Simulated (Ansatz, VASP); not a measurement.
# CdHg2S3 in two plane-wave programs

Aim: how closely do two programs agree when they are given the same cell, functional and k mesh? The structure shown is the start of the Ansatz relaxation below; VASP solves that cell, so the two are compared at the walk's first step.

Main program and level: Ansatz 0.2.0; plane waves, with VASP 6.6.1 beside it; single point at revPBE.

### Step 1. The starting structure

The cell holds 72 atoms: 12 Cd, 24 Hg and 36 S. Cell: a = 12.348 Å, b = 12.348 Å, c = 12.348 Å, α = 90.0°, β = 90.0°, γ = 90.0°.

### Step 2. Ansatz: relaxation, revPBE

Ansatz runs on its default PAW (the set named soft_2) files.

The two programs are compared at the cell with which this relaxation starts, whose forces are those of its first step.

Contents of input.yaml:

```yaml
crystal:
  lattice:
    - [12.3485, 0.0, 0.0]
    - [0.0, 12.3485, 0.0]
    - [0.0, 0.0, 12.3485]
  atoms:
    - { symbol: Cd, position: [0.22624, 0.71203, 0.82906] }
    - { symbol: Cd, position: [0.90549, 0.22097, 0.20793] }
    - { symbol: Cd, position: [0.28729, 0.58956, 0.3545] }
    - { symbol: Cd, position: [0.49384, 0.77999, 0.1867] }
    - { symbol: Cd, position: [0.14164, 0.3095, 0.43436] }
    - { symbol: Cd, position: [0.53414, 0.77701, 0.51259] }
    - { symbol: Cd, position: [0.95724, 0.56587, 0.95054] }
    - { symbol: Cd, position: [0.94018, 0.89495, 0.83408] }
    - { symbol: Cd, position: [0.63186, 0.27416, 0.99844] }
    - { symbol: Cd, position: [0.73685, 0.60307, 0.65144] }
    - { symbol: Cd, position: [0.34761, 0.28901, 0.19673] }
    - { symbol: Cd, position: [0.11249, 0.89453, 0.55002] }
    - { symbol: Hg, position: [0.70195, 0.75036, 0.04002] }
    - { symbol: Hg, position: [0.5882, 0.49804, 0.34918] }
    - { symbol: Hg, position: [0.16387, 0.06126, 0.15832] }
    - { symbol: Hg, position: [0.98868, 0.48946, 0.23388] }
    - { symbol: Hg, position: [0.87427, 0.05408, 0.50572] }
    - { symbol: Hg, position: [0.22669, 0.34327, 0.88775] }
    - { symbol: Hg, position: [0.10223, 0.0558, 0.85964] }
    - { symbol: Hg, position: [0.04604, 0.5776, 0.59848] }
    - { symbol: Hg, position: [0.52823, 0.55903, 0.89736] }
    - { symbol: Hg, position: [0.69918, 0.29352, 0.59721] }
    - { symbol: Hg, position: [0.81708, 0.69777, 0.29865] }
    - { symbol: Hg, position: [0.08222, 0.81146, 0.12227] }
    - { symbol: Hg, position: [0.58054, 0.97871, 0.9689] }
    - { symbol: Hg, position: [0.34184, 0.12523, 0.63553] }
    - { symbol: Hg, position: [0.2762, 0.56283, 0.06643] }
    - { symbol: Hg, position: [0.54297, 0.29276, 0.79881] }
    - { symbol: Hg, position: [0.40271, 0.46897, 0.64619] }
    - { symbol: Hg, position: [0.63504, 0.22737, 0.32083] }
    - { symbol: Hg, position: [0.92317, 0.30575, 0.73297] }
    - { symbol: Hg, position: [0.7135, 0.9783, 0.29451] }
    - { symbol: Hg, position: [0.41184, 0.87878, 0.73784] }
    - { symbol: Hg, position: [0.64927, 0.02006, 0.70343] }
    - { symbol: Hg, position: [0.38033, 0.01297, 0.34654] }
    - { symbol: Hg, position: [0.33652, 0.82672, 0.9885] }
    - { symbol: S, position: [0.10152, 0.43987, 0.04794] }
    - { symbol: S, position: [0.10234, 0.50597, 0.4077] }
    - { symbol: S, position: [0.27651, 0.02636, 0.97452] }
    - { symbol: S, position: [0.6128, 0.70215, 0.33623] }
    - { symbol: S, position: [0.65872, 0.79807, 0.68287] }
    - { symbol: S, position: [0.13057, 0.26382, 0.22346] }
    - { symbol: S, position: [0.37609, 0.64337, 0.52993] }
    - { symbol: S, position: [0.59795, 0.47504, 0.55936] }
    - { symbol: S, position: [0.0501, 0.74518, 0.92913] }
    - { symbol: S, position: [0.47106, 0.98072, 0.53013] }
    - { symbol: S, position: [0.2775, 0.74514, 0.21236] }
    - { symbol: S, position: [0.86037, 0.40826, 0.49364] }
    - { symbol: S, position: [0.87757, 0.66652, 0.50127] }
    - { symbol: S, position: [0.00108, 0.21307, 0.55769] }
    - { symbol: S, position: [0.15227, 0.06134, 0.66142] }
    - { symbol: S, position: [0.32842, 0.52613, 0.8461] }
    - { symbol: S, position: [0.79731, 0.9497, 0.97928] }
    - { symbol: S, position: [0.43315, 0.21273, 0.35739] }
    - { symbol: S, position: [0.41349, 0.4777, 0.21325] }
    - { symbol: S, position: [0.67439, 0.10976, 0.49434] }
    - { symbol: S, position: [0.18483, 0.72369, 0.63203] }
    - { symbol: S, position: [0.81309, 0.58323, 0.10594] }
    - { symbol: S, position: [0.18115, 0.93118, 0.34099] }
    - { symbol: S, position: [0.89933, 0.87817, 0.61986] }
    - { symbol: S, position: [0.52947, 0.98219, 0.19655] }
    - { symbol: S, position: [0.77598, 0.38753, 0.27354] }
    - { symbol: S, position: [0.32201, 0.30605, 0.53995] }
    - { symbol: S, position: [0.95899, 0.04542, 0.31694] }
    - { symbol: S, position: [0.46674, 0.09211, 0.80569] }
    - { symbol: S, position: [0.01874, 0.24224, 0.90173] }
    - { symbol: S, position: [0.45474, 0.17329, 0.06289] }
    - { symbol: S, position: [0.90697, 0.51054, 0.75282] }
    - { symbol: S, position: [0.53652, 0.77169, 0.89302] }
    - { symbol: S, position: [0.82381, 0.18082, 0.02393] }
    - { symbol: S, position: [0.88313, 0.86142, 0.18627] }
    - { symbol: S, position: [0.60796, 0.46554, 0.06742] }
kpoints:
  mp_grid: { grid: [1, 1, 1] }
hamiltonian:
  xc: revpbe
scf:
  occupations: { method: fermi_dirac, width: 0.05 }
output:
  forces: true
relax:
  f_tol: 0.05
  max_steps: 150
  cell: {}
```

The run is started by

```bash
> ansatz run input.yaml --threads 8 --pin off --max-ram 15872MiB --backend cpu --events-out ev --progress --plain --runs-dir out
```

Numbers of over 12 decimals in the logs are rounded to 6 here.

The program printed:

```text
Engine: ansatz 0.2.0, x86_64-unknown-linux-gnu
Pseudopotentials: kind: paw
Pseudopotential: Cd, paw, valence charge 20, recommended cutoff 420 eV (normal), Cd.paw.azcp
Pseudopotential: Hg, paw, valence charge 20, recommended cutoff 420 eV (normal), Hg.paw.azcp
Pseudopotential: S, paw, valence charge 6, recommended cutoff 420 eV (normal), S.paw.azcp
Functional definition: revPBE
  parameter kappa = 1.245
  parameter beta = 0.066725
  exchange = pbe_x(kappa = kappa, mu = beta*pi^2/3)
  correlation = pbe_c(beta = beta)
Crystal: 72 atoms, lattice volume = 1882.967 Å³
Basis set: ecut = 420 eV, 36785 PW (Γ), exchange–correlation on 180×180×180 points (8 copies of the dense FFT grid, shifted against one another)
Bands: 562, of which v1, the nominal top of the filled ones, is band 468 counted from 1 (467 counted from 0)
Symmetry: 1 space group operations
Space group: P1 (ITA 1), of the structure as read, at distance tolerance 1.2e-4 Å
k-points: 1
Non-local potential: Cd, projectors of the file, l = 0: 3, l = 1: 2, l = 2: 2, l = 3: 1
Non-local potential: Hg, projectors of the file, l = 0: 3, l = 1: 2, l = 2: 2, l = 3: 1
Non-local potential: S, projectors of the file, l = 0: 2, l = 1: 2, l = 2: 2
PAW form: soft (Blöchl's): semilocal exchange-correlation on the pseudo side does not see the compensation charge
PAW frozen core: Cd, regenerated for the run's functional, and the local potential with it (the file was generated under x = pbe(κ = 0.804, μ = 0.219515), c = pbe(β = 0.066725))
PAW frozen core: Hg, regenerated for the run's functional, and the local potential with it (the file was generated under x = pbe(κ = 0.804, μ = 0.219515), c = pbe(β = 0.066725))
PAW frozen core: S, regenerated for the run's functional, and the local potential with it (the file was generated under x = pbe(κ = 0.804, μ = 0.219515), c = pbe(β = 0.066725))
PAW one-centre angular grid: Cd, 590 points (default); XC on 64 Gauss nodes
PAW one-centre angular grid: Hg, 590 points (default); XC on 64 Gauss nodes
PAW one-centre angular grid: S, 110 points (default); XC on 64 Gauss nodes
Initial density: superposition of atomic densities (neutral atoms: chi_scale 0, normalization atom), corrected by the library's trained network
Initial wavefunctions: pseudopotential atomic-orbital guess
Functional: x = revpbe(κ = 1.245, μ = 0.219515), c = pbe(β = 0.066725)
SCF iter   1: F=—  HF=-463453.844543 eV  |F-HF|=—  |Δ(HF+E_count)|=         —  Δρ=5.50e-3  dr2=2.02e0  ethr=1.77e-3  ⟨swp⟩=6.0  Hψ=1995  notcnv=0  defer=17
preconditioner: auto → LDOS  [metal: Δε(μ)=0.069 eV  Ē_g=9.962 eV  σ=0.050 eV  W_gap=0.33  n_scr=460 (ndim 8)  ℏωp=21.8 eV  f_vac=0.099  D(μ)=23.92/eV (n_scr^D=92)  β→1.0]
SCF iter   2: F=—  HF=-463453.754637 eV  |F-HF|=—  |Δ(HF+E_count)|=   8.99e-2  Δρ=3.30e-3  dr2=4.80e-1  ethr=2.15e-4  ⟨swp⟩=2.0  Hψ=956  notcnv=0  defer=73
SCF iter   3: F=—  HF=-463453.690605 eV  |F-HF|=—  |Δ(HF+E_count)|=   6.40e-2  Δρ=1.27e-3  dr2=7.40e-2  ethr=5.13e-5  ⟨swp⟩=2.0  Hψ=941  notcnv=0  defer=73
SCF iter   4: F=—  HF=-463453.680864 eV  |F-HF|=—  |Δ(HF+E_count)|=   9.74e-3  Δρ=3.92e-4  dr2=7.88e-3  ethr=7.91e-6  ⟨swp⟩=3.0  Hψ=775  notcnv=0  defer=73
SCF iter   5: F=—  HF=-463453.680352 eV  |F-HF|=—  |Δ(HF+E_count)|=   5.12e-4  Δρ=1.80e-4  dr2=1.47e-3  ethr=8.42e-7  ⟨swp⟩=2.0  Hψ=597  notcnv=0  defer=73
SCF iter   6: F=—  HF=-463453.680198 eV  |F-HF|=—  |Δ(HF+E_count)|=   1.54e-4  Δρ=9.47e-5  dr2=4.08e-4  ethr=1.57e-7  ⟨swp⟩=2.0  Hψ=798  notcnv=0  defer=73
SCF iter   7: F=—  HF=-463453.680293 eV  |F-HF|=—  |Δ(HF+E_count)|=   9.48e-5  Δρ=5.67e-5  dr2=1.49e-4  ethr=4.36e-8  ⟨swp⟩=2.0  Hψ=597  notcnv=0  defer=73
SCF iter   8: F=—  HF=-463453.679904 eV  |F-HF|=—  |Δ(HF+E_count)|=   3.89e-4  Δρ=3.61e-5  dr2=5.95e-5  ethr=1.59e-8  ⟨swp⟩=2.0  Hψ=584  notcnv=0  defer=73
SCF iter   9: F=—  HF=-463453.686244 eV  |F-HF|=—  |Δ(HF+E_count)|=   6.34e-3  Δρ=2.07e-5  dr2=1.93e-5  ethr=6.36e-9  ⟨swp⟩=2.0  Hψ=624  notcnv=0  defer=73
SCF iter  10: F=—  HF=-463453.686241 eV  |F-HF|=—  |Δ(HF+E_count)|=   2.73e-6  Δρ=1.04e-5  dr2=4.87e-6  ethr=2.07e-9  ⟨swp⟩=2.0  Hψ=790  notcnv=0  defer=73
SCF iter  11: F=—  HF=-463453.686241 eV  |F-HF|=—  |Δ(HF+E_count)|=   5.80e-7  Δρ=5.07e-6  dr2=1.14e-6  ethr=5.20e-10  ⟨swp⟩=3.0  Hψ=791  notcnv=0  defer=73
SCF iter  12: F=—  HF=-463453.686240 eV  |F-HF|=—  |Δ(HF+E_count)|=   1.29e-7  Δρ=2.30e-6  dr2=2.21e-7  ethr=1.22e-10  ⟨swp⟩=2.0  Hψ=778  notcnv=0  defer=73
SCF iter  13: F=-463453.686240 eV  HF=-463453.686240 eV  |F-HF|=3.13e-8  |Δ(HF+E_count)|=   1.66e-8  Δρ=1.07e-6  dr2=4.44e-8  ethr=1.07e-11  ⟨swp⟩=3.0  Hψ=1505  notcnv=0
SCF 1 converged in 13 iterations: F = -463453.686240 eV  dr2 = 4.44e-8
  greatest PAW one-centre occupation: 1.000 electrons in one spin orbital (limit 2), on the Hg atom at site 18 (counted from 0), in its partial waves of l = 0
[...]
atom  31  Hg     0.00641633    -0.00182881     0.00279632
  atom  32  Hg     0.01561873     0.02340921    -0.00611072
  atom  33  Hg    -0.00175864    -0.00886188    -0.00128444
  atom  34  Hg     0.00810196     0.00592209    -0.00157050
  atom  35  Hg    -0.00021607    -0.00872017    -0.00124493
  atom  36  Hg     0.00127714    -0.00328900    -0.00090007
  atom  37  S      0.00225580    -0.01483912     0.00892104
  atom  38  S     -0.00079493     0.00501630    -0.00171678
  atom  39  S     -0.00760120    -0.00058926    -0.00396950
  atom  40  S      0.00154505     0.00296669    -0.00019903
  atom  41  S     -0.00897764    -0.00038411    -0.00398894
  atom  42  S     -0.00385933     0.00956742    -0.00057529
  atom  43  S      0.00479209    -0.00463769     0.00130781
  atom  44  S     -0.00307128     0.00207872     0.00516944
  atom  45  S      0.00127318     0.00435556     0.00362180
  atom  46  S      0.00442147     0.00422954    -0.00218159
  atom  47  S     -0.00543563     0.00440192    -0.00256944
  atom  48  S      0.01120826    -0.01358430    -0.03226203
  atom  49  S     -0.00826029    -0.00148018     0.00079166
  atom  50  S     -0.00028392     0.00099707    -0.01108390
  atom  51  S      0.00243897    -0.00162836    -0.00652378
  atom  52  S      0.00202293    -0.00629746     0.00380183
  atom  53  S      0.00532029     0.00153504     0.00104416
  atom  54  S     -0.00738410     0.00096552     0.00051117
[...]
atom  65  S     -0.01456723    -0.00919480     0.00159935
  atom  66  S      0.02017711     0.00579659    -0.00057069
  atom  67  S      0.00000161    -0.00010645    -0.00768053
  atom  68  S     -0.00411300    -0.00353058    -0.00334647
  atom  69  S     -0.00075692     0.00087525     0.00788298
  atom  70  S     -0.00894959    -0.00889201    -0.00572723
  atom  71  S     -0.00321094     0.00039106     0.00426028
  atom  72  S      0.00801534     0.00223965    -0.00059027
  max |Σ_I F_I| component: 2.88e-6 eV/Å
--- Stress (GPa, compression-positive) ---
       -0.004043       0.009942       0.000784
        0.009942      -0.001101      -0.004748
        0.000784      -0.004748      -0.000455
  P = ⅓ Tr σ = -0.0019 GPa (-0.019 kbar)
--- Relaxed structure (71 steps of the walk, 68 accepted, 2 SCFs on fresh bases) ---
  F+E_penalty+E_count = -463477.80996439 eV   max|allowed force component| = 3.226e-2 eV/Å   (the final SCF, on the basis selected at the relaxed cell)
  cell:  # Å, volume = 2629.5782 Å³
    - [13.919720, -0.441833, -0.161752]
    - [-0.441833, 14.395709, 0.398618]
    - [-0.161752, 0.398618, 13.148122]
  atoms:
    - { symbol: Cd, position: [0.245463, 0.717940, 0.768349] }
    - { symbol: Cd, position: [0.863231, 0.257987, 0.299381] }
    - { symbol: Cd, position: [0.258858, 0.579354, 0.369893] }
    - { symbol: Cd, position: [0.564923, 0.776945, 0.212823] }
    - { symbol: Cd, position: [0.136987, 0.320602, 0.461084] }
    - { symbol: Cd, position: [0.485347, 0.771521, 0.506088] }
    - { symbol: Cd, position: [1.036975, 0.589555, 0.871585] }
    - { symbol: Cd, position: [0.968399, 0.805665, 0.673217] }
    - { symbol: Cd, position: [0.639038, 0.361363, 1.072396] }
    - { symbol: Cd, position: [0.692512, 0.637796, 0.553820] }
    - { symbol: Cd, position: [0.363289, 0.313479, 0.269431] }
    - { symbol: Cd, position: [0.232077, 0.906380, 0.515258] }
    - { symbol: Hg, position: [0.786522, 0.753060, -0.113377] }
    - { symbol: Hg, position: [0.508050, 0.487672, 0.438458] }
    - { symbol: Hg, position: [0.199224, 0.102653, 0.298945] }
    - { symbol: Hg, position: [0.977121, 0.374502, 0.167193] }
    - { symbol: Hg, position: [0.932523, 0.025327, 0.489507] }
    - { symbol: Hg, position: [0.136334, 0.230575, 0.929987] }
    - { symbol: Hg, position: [0.240550, -0.00784876, 0.846999] }
    - { symbol: Hg, position: [0.0081171, 0.505941, 0.573298] }
    - { symbol: Hg, position: [0.484869, 0.572360, 0.918015] }
    - { symbol: Hg, position: [0.748228, 0.211206, 0.604910] }
    - { symbol: Hg, position: [0.901639, 0.740551, 0.385480] }
    - { symbol: Hg, position: [0.082398, 0.861918, 0.255278] }
    - { symbol: Hg, position: [0.438921, 1.247567, 0.948254] }
    - { symbol: Hg, position: [0.287597, 0.190229, 0.664018] }
    - { symbol: Hg, position: [0.147373, 0.598790, 0.124483] }
    - { symbol: Hg, position: [0.600821, 0.199803, 0.732718] }
    - { symbol: Hg, position: [0.317022, 0.460198, 0.706172] }
    - { symbol: Hg, position: [0.590384, 0.268651, 0.321215] }
    - { symbol: Hg, position: [0.892179, 0.361097, 0.827384] }
    - { symbol: Hg, position: [0.739971, 1.024288, 0.259589] }
    - { symbol: Hg, position: [0.434053, 0.810680, 0.768280] }
    - { symbol: Hg, position: [0.704326, -0.100604, 0.622693] }
    - { symbol: Hg, position: [0.490283, -0.012115, 0.365303] }
    - { symbol: Hg, position: [0.378740, 0.849839, 1.028792] }
    - { symbol: S, position: [0.079053, 0.484318, 0.017959] }
    - { symbol: S, position: [0.089894, 0.486885, 0.419881] }
    - { symbol: S, position: [0.255000, -0.044966, 1.023113] }
    - { symbol: S, position: [0.592635, 0.703571, 0.381272] }
    - { symbol: S, position: [0.606462, 0.757668, 0.666299] }
    - { symbol: S, position: [0.181561, 0.264238, 0.282941] }
    - { symbol: S, position: [0.335077, 0.647456, 0.534419] }
    - { symbol: S, position: [0.614900, 0.477732, 0.578759] }
    - { symbol: S, position: [0.082638, 0.753891, 0.827072] }
    - { symbol: S, position: [0.419729, 0.932954, 0.524978] }
    - { symbol: S, position: [0.221213, 0.704740, 0.233332] }
    - { symbol: S, position: [0.887536, 0.290425, 0.500221] }
    - { symbol: S, position: [0.877183, 0.674956, 0.553130] }
    - { symbol: S, position: [0.00341605, 0.209163, 0.546017] }
    - { symbol: S, position: [0.203792, 0.037675, 0.674602] }
    - { symbol: S, position: [0.317525, 0.559274, 0.847510] }
    - { symbol: S, position: [0.844791, 0.879997, 0.779990] }
    - { symbol: S, position: [0.450162, 0.186437, 0.378072] }
    - { symbol: S, position: [0.394324, 0.486174, 0.299172] }
    - { symbol: S, position: [0.754533, 0.036361, 0.518487] }
    - { symbol: S, position: [0.218122, 0.721743, 0.575598] }
    - { symbol: S, position: [0.736885, 0.633637, 0.014678] }
    - { symbol: S, position: [0.231190, 0.943240, 0.308180] }
    - { symbol: S, position: [1.041938, 0.896850, 0.517187] }
[...]
- { symbol: S, position: [0.438476, 0.153773, 0.806799] }
    - { symbol: S, position: [-0.165458, 0.234986, 0.938144] }
    - { symbol: S, position: [0.451037, 0.351753, 0.079831] }
    - { symbol: S, position: [0.927803, 0.507562, 0.735836] }
    - { symbol: S, position: [0.509224, 0.752478, 1.034782] }
    - { symbol: S, position: [0.687507, 0.250197, -0.061174] }
    - { symbol: S, position: [0.925937, 0.796628, 0.215083] }
    - { symbol: S, position: [0.653759, 0.532083, -0.057513] }
```

[end of part 1 of 2]

[Lines on the potential files, build, host, timing and source positions are cut from VASP's logs without a mark.]

[Logs are printed without paths, hosts, clocks, repeated set-up lines and the standing remarks that a program may print on its own settings, such as how far it seeks lower states.]

[Hosts, paths, dates, database ids (printed as entryN), source tags and the programs' standing remarks are cut or masked in the printed files.]
